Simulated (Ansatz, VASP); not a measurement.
# SnSe: VASP beside Ansatz

One calculation is typed for both programs; each brings its own data sets. How far apart do they land? The cell is taken from a series of runs on this material, whose earlier steps may have relaxed, scaled, displaced or heated it; both programs get it as it stands.

Program: Ansatz 0.2.0. Level of theory: plane waves, with VASP 6.6.1 beside it; G0W0 gap at PBE. Results are calculated unless marked as measured.

**1. Set-up**

Symmetry: Pnma, No. 62, orthorhombic system. Conventional cell: a = 11.535 Å, b = 4.173 Å, c = 4.378 Å, α = 90.00°, β = 90.00°, γ = 90.00°. Nearest to Sn lie 5 Se at 2.76 to 3.27 Å. Nearest to Se lie 5 Sn at 2.76 to 3.27 Å. Farther neighbours and most contacts between anions are not listed.

**2. VASP: G0W0 gap, PBE**

Quasiparticle shifts depend on high empty states and on the cores, so they are the hardest test of two PAW sets.

Lines of VASP's logs that name or quote its potential files are left out, and so is its time.

The run reads the wave functions of an earlier VASP run, which isn't shown here.

Input file INCAR:

```
SYSTEM = SnSe
PREC = Accurate
ENCUT = 300
ISMEAR = 0
SIGMA = 0.01
LREAL = .FALSE.
GGA = PE
NBANDS = 496
ALGO = EVGW0
NELMGW = 1
ENCUTGW = 96
NOMEGA = 64
PRECFOCK = Fast
NBANDSGW = 48
LWAVE = .FALSE.
LCHARG = .FALSE.
```

Input file POSCAR:

```
SnSe
1.0
   11.5345760276      0.0000000000      0.0000000000
    0.0000000000      4.1725748996      0.0000000000
    0.0000000000      0.0000000000      4.3779064997
Sn Se
4 4
Direct
    0.6187692986      0.7500000000      0.4068209427
    0.8812307014      0.2500000000      0.9068209427
    0.3812307014      0.2500000000      0.5931790573
    0.1187692986      0.7500000000      0.0931790573
    0.1431057184      0.2500000000      0.5215784246
    0.6431057184      0.2500000000      0.9784215754
    0.3568942816      0.7500000000      0.0215784246
    0.8568942816      0.7500000000      0.4784215754
```

Input file KPOINTS:

```
Automatic mesh
0
Gamma
2 4 4
0 0 0
```

Potentials, in the order of the species: Sn_d_GW and Se_GW (PBE family, release 64).

Run with:

```
mpirun -np 16 vasp_std
```

Numbers of over 12 decimals in the logs are rounded to 6 here.

Log:

```text
[banner, memory and clock lines left out]
running   16 mpi-ranks, on    1 nodes
 distrk:  each k-point on   16 cores,    1 groups
 distr:  one band on    1 cores,   16 groups

 POSCAR found type information on POSCAR SnSe
 POSCAR found :  2 types and       8 ions
|                                                                             |
|           W    W    AA    RRRRR   N    N  II  N    N   GGGG   !!!           |
|           W    W   A  A   R    R  NN   N  II  NN   N  G    G  !!!           |
|           W    W  A    A  R    R  N N  N  II  N N  N  G       !!!           |
|           W WW W  AAAAAA  RRRRR   N  N N  II  N  N N  G  GGG   !            |
|           WW  WW  A    A  R   R   N   NN  II  N   NN  G    G                |
|           W    W  A    A  R    R  N    N  II  N    N   GGGG   !!!           |
|                                                                             |
|     For optimal performance we recommend to set                             |
|       NCORE = 2 up to number-of-cores-per-socket                            |
|     NCORE specifies how many cores store one orbital (NPAR=cpu/NCORE).      |
|     This setting can greatly improve the performance of VASP for DFT.       |
|     The default, NCORE=1 might be grossly inefficient on modern             |
|     multi-core architectures or massively parallel machines. Do your        |
|     Unfortunately you need to use the default for GW and RPA                |
|     calculations (for HF NCORE is supported but not extensively tested      |
|     yet).                                                                   |
|                                                                             |

|                                                                             |
|           W    W    AA    RRRRR   N    N  II  N    N   GGGG   !!!           |
|           W    W   A  A   R    R  NN   N  II  NN   N  G    G  !!!           |
|           W    W  A    A  R    R  N N  N  II  N N  N  G       !!!           |
|           W WW W  AAAAAA  RRRRR   N  N N  II  N  N N  G  GGG   !            |
|           WW  WW  A    A  R   R   N   NN  II  N   NN  G    G                |
|           W    W  A    A  R    R  N    N  II  N    N   GGGG   !!!           |
|                                                                             |
|     The default for ENCUTGWSOFT is different in this version of VASP.       |
|     please manually set ENCUTGWSOFT =96 in the INCAR file.                  |
|                                                                             |

 LDA part: xc-table for (Slater+PW92), standard interpolation
 found WAVECAR, reading the header
 POSCAR, INCAR and KPOINTS ok, starting setup
 FFT: planning ... GRIDC
 FFT: planning ... GRID_SOFT
 FFT: planning ... GRID
 reading WAVECAR
 the WAVECAR file was read successfully
 initial charge from wavefunction
 available memory per node:     17.31 GB, setting MAXMEM to     17724

 The Fermi energy was updated, please check that it is located mid-gap
 values below the HOMO (VB) or above the LUMO (CB) will cause erroneous energies
 E-fermi :   4.5402

 calculate exact exchange contribution
 the WAVEDER file was read successfully
energies w=
    0.000    0.000    0.345    0.000    0.689    0.000    1.032    0.000
    1.372    0.000    1.710    0.000    2.044    0.000    2.374    0.000
    2.700    0.000    3.021    0.000    3.338    0.000    3.651    0.000
    3.959    0.000    4.264    0.000    4.564    0.000    4.861    0.000
    5.155    0.000    5.446    0.000    5.735    0.000    6.022    0.000
    6.309    0.000    6.595    0.000    6.881    0.000    7.168    0.000
    7.457    0.000    7.748    0.000    8.043    0.000    8.341    0.000
    8.645    0.000    8.954    0.000    9.271    0.000    9.596    0.000
    9.930    0.000   10.276    0.000   10.634    0.000   11.007    0.000
   11.397    0.000   11.805    0.000   12.235    0.000   12.690    0.000
   13.173    0.000   13.689    0.000   14.241    0.000   14.837    0.000
   15.483    0.000   16.187    0.000   16.959    0.000   17.812    0.000
   18.762    0.000   19.826    0.000   21.030    0.000   22.405    0.000
   23.992    0.000   25.847    0.000   28.044    0.000   30.690    0.000
   33.937    0.000   38.017    0.000   43.291    0.000   50.368    0.000
   60.349    0.000   75.454    0.000  100.933    0.000  152.905    0.000
 responsefunction array rank=     480
 LDA part: xc-table for (Slater+PW92), standard interpolation

 min. memory requirement per mpi rank    462.4 MB, per node   7398.0 MB

 allocating   4 responsefunctions rank=   480
 shmem allocating  64 responsefunctions rank=   480
 response function shared by NCSHMEM nodes    1
 Doing            4  frequencies on each core in blocks of           64
NQ=   1    0.0000    0.0000    0.0000,
|.........|.........|.........|.........|.........|.........|.........|.........
 performed       2024000 updates of chi_q(r,r)
 total number of BLAS operations       3471.83 Gflops
NQ=   2    0.5000    0.0000    0.0000,
|.........|.........|.........|.........|.........|.........|.........|.........
 performed       4048000 updates of chi_q(r,r)
 total number of BLAS operations       6869.08 Gflops
NQ=   3    0.0000    0.2500    0.0000,
|.........|.........|.........|.........|.........|.........|.........|.........
 performed       6548000 updates of chi_q(r,r)
 total number of BLAS operations      10902.08 Gflops
NQ=   4    0.5000    0.2500    0.0000,
|.........|.........|.........|.........|.........|.........|.........|.........
 performed       9048000 updates of chi_q(r,r)
 total number of BLAS operations      14881.37 Gflops
NQ=   5    0.0000    0.5000    0.0000,
|.........|.........|.........|.........|.........|.........|.........|.........
 performed      11072000 updates of chi_q(r,r)
 total number of BLAS operations      18398.34 Gflops
NQ=   6    0.5000    0.5000    0.0000,
|.........|.........|.........|.........|.........|.........|.........|.........
 performed      13096000 updates of chi_q(r,r)
 total number of BLAS operations      21707.16 Gflops
NQ=   7    0.0000    0.0000    0.2500,
|.........|.........|.........|.........|.........|.........|.........|.........
 performed      15596000 updates of chi_q(r,r)
 total number of BLAS operations      25848.67 Gflops
NQ=   8    0.5000    0.0000    0.2500,
|.........|.........|.........|.........|.........|.........|.........|.........
 performed      18096000 updates of chi_q(r,r)
 total number of BLAS operations      29899.65 Gflops
NQ=   9    0.0000    0.2500    0.2500,
|.........|.........|.........|.........|.........|.........|.........|.........
 performed      20787000 updates of chi_q(r,r)
 total number of BLAS operations      34239.83 Gflops
NQ=  10    0.5000    0.2500    0.2500,
|.........|.........|.........|.........|.........|.........|.........|.........
 performed      23478000 updates of chi_q(r,r)
 total number of BLAS operations      38677.22 Gflops
NQ=  11    0.0000    0.5000    0.2500,
|.........|.........|.........|.........|.........|.........|.........|.........
 performed      25978000 updates of chi_q(r,r)
 total number of BLAS operations      42620.90 Gflops
NQ=  12    0.5000    0.5000    0.2500,
|.........|.........|.........|.........|.........|.........|.........|.........
 performed      28478000 updates of chi_q(r,r)
 total number of BLAS operations      46707.97 Gflops
NQ=  13    0.0000    0.0000    0.5000,
|.........|.........|.........|.........|.........|.........|.........|.........
 performed      30502000 updates of chi_q(r,r)
 total number of BLAS operations      49872.01 Gflops
NQ=  14    0.5000    0.0000    0.5000,
|.........|.........|.........|.........|.........|.........|.........|.........
 performed      32526000 updates of chi_q(r,r)
 total number of BLAS operations      53064.74 Gflops
NQ=  15    0.0000    0.2500    0.5000,
|.........|.........|.........|.........|.........|.........|.........|.........
 performed      35026000 updates of chi_q(r,r)
 total number of BLAS operations      57079.79 Gflops
NQ=  16    0.5000    0.2500    0.5000,
|.........|.........|.........|.........|.........|.........|.........|.........
 performed      37526000 updates of chi_q(r,r)
 total number of BLAS operations      61023.47 Gflops
NQ=  17    0.0000    0.5000    0.5000,
|.........|.........|.........|.........|.........|.........|.........|.........
 performed      39550000 updates of chi_q(r,r)
 total number of BLAS operations      64158.94 Gflops
NQ=  18    0.5000    0.5000    0.5000,
|.........|.........|.........|.........|.........|.........|.........|.........
 performed      41574000 updates of chi_q(r,r)
 total number of BLAS operations      67181.42 Gflops
 resolving degeneracies of screened two electron integrals

 calculate QP shifts <psi_nk| G(iteration)W_0 |psi_nk>: iteration 1
 entering main loop
```

OUTCAR, selected parts (step 2):

```text
ion  position               nearest neighbor table
   1  0.619  0.750  0.407-   8 2.76   6 2.82   6 2.82
   2  0.881  0.250  0.907-   6 2.76   8 2.82   8 2.82
   3  0.381  0.250  0.593-   5 2.76   7 2.82   7 2.82
   4  0.119  0.750  0.093-   7 2.76   5 2.82   5 2.82
   5  0.143  0.250  0.522-   3 2.76   4 2.82   4 2.82
   6  0.643  0.250  0.978-   2 2.76   1 2.82   1 2.82
   7  0.357  0.750  0.022-   4 2.76   3 2.82   3 2.82
   8  0.857  0.750  0.478-   1 2.76   2 2.82   2 2.82

  LATTYP: Found a simple orthorhombic cell.
 ALAT       =     4.1725748996
 B/A-ratio  =     1.0492098057
 C/A-ratio  =     2.7643784246

 Subroutine GETGRP returns: Found  8 space group operations
 (whereof  2 operations were pure point group operations)

The static configuration has the point symmetry S_2 .
 The point group associated with its full space group is D_2h.

 Found     18 irreducible k-points:

   k-points           NKPTS =     18   k-points in BZ     NKDIM =     32   number of bands    NBANDS=    496

   dimension x,y,z NGX =    70 NGY =   24 NGZ =   28
   dimension x,y,z NGXF=   140 NGYF=   48 NGZF=   56

   ENCUT  =  300.0 eV  22.05 Ry    4.70 a.u.  16.29  5.89  6.18*2*pi/ulx,y,z

   NELECT =      80.0000    total number of electrons

  energy-cutoff  :      300.00
  volume of cell :      210.70
      direct lattice vectors                 reciprocal lattice vectors
    11.534576028  0.000000000  0.000000000     0.086695861  0.000000000  0.000000000
     0.000000000  4.172574900  0.000000000     0.000000000  0.239660168  0.000000000
     0.000000000  0.000000000  4.377906500     0.000000000  0.000000000  0.228419680

 k-points in reciprocal lattice and weights: Automatic mesh
   0.00000000  0.00000000  0.00000000       0.031
   0.50000000  0.00000000  0.00000000       0.031
   0.00000000  0.25000000  0.00000000       0.062
   0.50000000  0.25000000  0.00000000       0.062
   0.00000000  0.50000000  0.00000000       0.031
   0.50000000  0.50000000  0.00000000       0.031
   0.00000000  0.00000000  0.25000000       0.062
   0.50000000  0.00000000  0.25000000       0.062
   0.00000000  0.25000000  0.25000000       0.125
[...]
0.00000000  0.50000000  0.50000000       0.031
   0.50000000  0.50000000  0.50000000       0.031

 E-fermi :   4.5402

 QP shifts <psi_nk| G(iteration)W_0 |psi_nk>: iteration 1
 for sc-GW calculations column KS-energies equals QP-energies in previous step
 and V_xc(KS)=  KS-energies - (<T + V_ion + V_H > + <T+V_H+V_ion>^1  + <V_x>^1)
 k-point   1 :       0.0000    0.0000    0.0000
  band No.  KS-energies  QP-energies   sigma(KS)   V_xc(KS)     V^pw_x(r,r')   Z            occupation Imag(sigma)
    ...
     37       2.7391       2.4125     -12.3032     -11.8522     -14.2520       0.7240       2.0000       0.0921
     38       3.0306       2.6898     -11.8912     -11.4282     -13.2317       0.7360       2.0000       0.0901
     39       3.6723       3.3630     -11.9544     -11.5344     -13.2628       0.7365       2.0000       0.0750
     40       3.8122       3.5083     -12.1456     -11.7344     -13.4695       0.7391       2.0000       0.0753
     41       4.9252       4.9052      -9.9051      -9.8790      -6.7023       0.7667       0.0000      -0.0370
     42       7.3772       7.4787     -10.1322     -10.2680      -6.0525       0.7478       0.0000      -0.0838
     43       7.5186       7.4548      -9.1279      -9.0439      -5.0551       0.7594       0.0000      -0.0859
     44       7.5296       7.4992      -9.2543      -9.2143      -5.1321       0.7593       0.0000      -0.0856
    ...

 k-point   2 :       0.5000    0.0000    0.0000
  band No.  KS-energies  QP-energies   sigma(KS)   V_xc(KS)     V^pw_x(r,r')   Z            occupation Imag(sigma)
    ...
     37       2.4532       2.1111     -12.1199     -11.6456     -14.1381       0.7212       2.0000       0.0996
     38       2.4532       2.1111     -12.1199     -11.6456     -14.1381       0.7212       2.0000       0.0996
     39       3.7952       3.4879     -12.1651     -11.7481     -13.5404       0.7372       2.0000       0.0754
     40       3.7952       3.4879     -12.1651     -11.7481     -13.5404       0.7372       2.0000       0.0754
     41       6.9242       7.0152     -10.4802     -10.6012      -6.6582       0.7522       0.0000      -0.0725
     42       6.9242       7.0152     -10.4802     -10.6012      -6.6582       0.7522       0.0000      -0.0725
     43       7.1589       7.1222      -9.2278      -9.1796      -5.2361       0.7622       0.0000      -0.0770
     44       7.1589       7.1222      -9.2278      -9.1796      -5.2361       0.7622       0.0000      -0.0770
    ...

 k-point   3 :       0.0000    0.2500    0.0000
  band No.  KS-energies  QP-energies   sigma(KS)   V_xc(KS)     V^pw_x(r,r')   Z            occupation Imag(sigma)
    ...
     37       2.9451       2.6150     -11.7824     -11.3328     -13.2318       0.7342       2.0000       0.0862
     38       3.5136       3.1884     -11.7020     -11.2635     -12.7544       0.7418       2.0000       0.0782
     39       3.6690       3.3535     -12.1497     -11.7216     -13.5284       0.7368       2.0000       0.0766
     40       4.0312       3.8032     -12.0689     -11.7664     -12.5504       0.7537       2.0000       0.0678
     41       5.3740       5.3956      -9.9234      -9.9515      -6.4752       0.7658       0.0000      -0.0440
     42       5.4023       5.4130     -10.0041     -10.0181      -6.8761       0.7636       0.0000      -0.0432
     43       6.7694       6.8747     -10.3472     -10.4869      -6.4867       0.7536       0.0000      -0.0631
     44       6.8453       6.9130     -10.3894     -10.4798      -6.7459       0.7495       0.0000      -0.0707
    ...

 k-point   4 :       0.5000    0.2500    0.0000
  band No.  KS-energies  QP-energies   sigma(KS)   V_xc(KS)     V^pw_x(r,r')   Z            occupation Imag(sigma)
    ...
     37       2.8420       2.5100     -11.5999     -11.1481     -12.9952       0.7350       2.0000       0.0914
     38       2.8420       2.5100     -11.5999     -11.1481     -12.9952       0.7350       2.0000       0.0914
     39       3.8695       3.5922     -12.1126     -11.7402     -13.0931       0.7447       2.0000       0.0710
     40       3.8695       3.5922     -12.1126     -11.7402     -13.0931       0.7447       2.0000       0.0710
     41       6.0028       6.0433     -10.1960     -10.2494      -6.8403       0.7585       0.0000      -0.0502
     42       6.0028       6.0433     -10.1960     -10.2494      -6.8403       0.7585       0.0000      -0.0502
     43       6.8828       6.9776     -10.2819     -10.4081      -6.3929       0.7515       0.0000      -0.0656
     44       6.8828       6.9776     -10.2819     -10.4081      -6.3929       0.7515       0.0000      -0.0656
    ...

[... 4 further parts left out ...]
```

(Continued in part 2 of 2.)

[Lines on the potential files, build, host, timing and source positions are cut from VASP's logs without a mark.]

[Logs are printed without paths, hosts, clocks, repeated set-up lines and the standing remarks that a program may print on its own settings, such as how far it seeks lower states.]

[Hosts, paths, dates, database ids (printed as entryN), source tags and the programs' standing remarks are cut or masked in the printed files.]
